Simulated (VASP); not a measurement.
# Ta2O5 (space group P2/m): computed properties

Level of theory: PBEsol GGA, VASP's PBE PAW potentials (set 64) (plane waves; VASP).

```
Property                                                                                                    Value
---------------------------------------------  ------------------------------------------------------------------
space group                                                                                             P2/m (10)
cell                                           a = 3.845 Å, b = 3.864 Å, c = 6.762 Å, α = γ = 90.00°, β = 105.73°
volume per atom                                                                                     13.82 Å³/atom
band gap (over mesh and band path)                                                                        2.14 eV
smallest direct gap (over mesh and band path)                                                             2.80 eV
band-edge character                                                                              indirect, E to B
density                                                                                                7.59 g/cm³
```

```xyz
7
Lattice="3.8452 0.0000 -0.0037 0.0000 3.8643 0.0000 -1.8269 0.0000 6.5101" Properties=species:S:1:pos:R:3 pbc="T T T"
Ta     1.0441     0.0000     5.1558
Ta     0.9742     0.0000     1.3507
O      1.0931     1.9321     5.2011
O      0.9252     1.9321     1.3054
O     -0.8632     3.8643     5.6661
O      2.8815     0.0000     0.8404
O      1.0091     0.0000     3.2532
```

Unless said otherwise, spin-orbit coupling is left out, though it shifts the bands of the heavy elements here.

The structure comes from a computed database's Ta2O5 entry (P2/m); how it stands against other phases isn't given here. It was relaxed first. Symmetry was kept, so distortions that lower it aren't found.
